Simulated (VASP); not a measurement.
Write the native input for VASP 6.6.1 that does the following.

```
Task                   : single point
Functional             : LDA
Potentials or basis    : VASP PAW LDA potentials, release 64 (Rb_sv, Mn_pv, H, Cl, O)
Cutoff                 : 520 eV
k mesh                 : 2 × 1 × 1
Occupations            : fermi-dirac, width 0.05 eV
Spin                   : collinear spin, typed start
Starting moments       : [0.0, 0.0, 3.5, 3.5, 0.0, 0.0, 0.0, 0.0, 0.0, 0.0, 0.0, 0.0, 0.0, 0.0, 0.0, 0.0, 0.0, 0.0, 0.0, 0.0, 0.0, 0.0] μB
Dipole correction      : no
Further INCAR settings : LREAL = Auto; ALGO = Normal; EDIFF = 1e-06; NBANDS = 80
```

The structure of RbMnH4Cl3O2 lies in POSCAR:

```
RbMnH4Cl3O2
1.0
    6.6351890000      0.0000000000      0.0000000000
   -2.7525230000      6.7783680000      0.0000000000
   -2.7180150000     -1.3175380000      8.4641610000
Rb Mn H Cl O
2 2 8 6 4
Direct
    0.2913916130      0.9462621473      0.2267206401
    0.7112756358      0.0633256050      0.7831609063
    1.0314821811      0.3207587577      0.3103674422
    0.0337498828      0.6780219433      0.7210283453
    0.6381436349      0.7170555180      0.5782498702
    0.4293230076      0.2974087850      0.5283689665
    0.6455557678      0.6003694457      0.4148077996
    0.1993487332      0.2293243598      0.5643441801
    0.7328640752      0.4845510426      0.0533307436
    0.2885740168      0.4306988678      0.8206483785
    0.9719118986      0.5316598635      0.1017702759
    0.2164461605      0.4975893062      0.9518840674
    0.1882956183      0.6925927136      0.4533822076
    0.7733151696      0.2769312548      0.5310981207
    0.7161787550      1.0124098501      0.1944433713
    0.1634684868      0.0138336696      0.7768046945
    0.3010269335      0.4935407097      0.1577947300
    0.7184165242      0.5238023391      0.8114566819
    0.7261749048      0.6589805566      0.5332011052
    0.2610228934      0.2711170199      0.4812999186
    0.8511321933      0.4896387929      0.1456139598
    0.2243298766      0.5174613604      0.8447145559
```

The cell comes from a database or a generator and needn't be the stable form of this composition.

These files were run (other wordings do the same):

INCAR

```
SYSTEM = RbMnH4Cl3O2
PREC = Accurate
ENCUT = 520
EDIFF = 1E-6
ISMEAR = -1
SIGMA = 0.05
LREAL = Auto
LASPH = .True.
NELM = 150
ALGO = Normal
ISIF = 2
LWAVE = .False.
LCHARG = .False.
ISPIN = 2
MAGMOM = 0 0 3.5 3.5 0 0 0 0 0 0 0 0 0 0 0 0 0 0 0 0 0 0
LORBIT = 11
LMAXMIX = 4
NBANDS = 80
```

KPOINTS

```
regular mesh
0
Gamma
  2 1 1
  0 0 0
```

Potentials or basis: VASP PAW LDA potentials, release 64 (Rb_sv, Mn_pv, H, Cl, O).

The run is started by

```bash
$ cat potpaw_LDA.64/Rb_sv/POTCAR potpaw_LDA.64/Mn_pv/POTCAR potpaw_LDA.64/H/POTCAR potpaw_LDA.64/Cl/POTCAR potpaw_LDA.64/O/POTCAR > POTCAR
$ mpirun -np 1 vasp_std > vasp.out
```

It gave:

- Pressure: 0.7 GPa
- Largest force: 2.712 eV/Å
- Band gap on the k mesh: 1.82 eV, indirect (least direct gap 1.87 eV)
- Net moment: 10.00 μB per cell
- Site moments: Rb +0.00; Mn +4.38, +4.35; H +0.00, +0.01; Cl +0.06, +0.05, +0.04; O +0.03, +0.04, +0.02 μB
- Valence electrons inside the program's atomic spheres: Rb 7.32, 7.31; Mn 11.33, 11.35; H 0.67, 0.65, 0.61, 0.75, 0.79, 0.72; Cl 5.11, 5.12, 5.13; O 5.14, 5.22, 5.24, 5.23

Caveat: the k mesh is coarse (spacing up to 0.94 Å⁻¹), so the values aren't converged; an odd mesh through Γ misses points on the zone boundary, where band edges often lie; forces of over 1 eV/Å show positions far from the minimum, so gaps and moduli don't describe the material at rest.

It took 120 s on 1 thread of Intel(R) Xeon(R) 6975P-C (Granite Rapids) (shared host), peak memory 0.44 GiB.
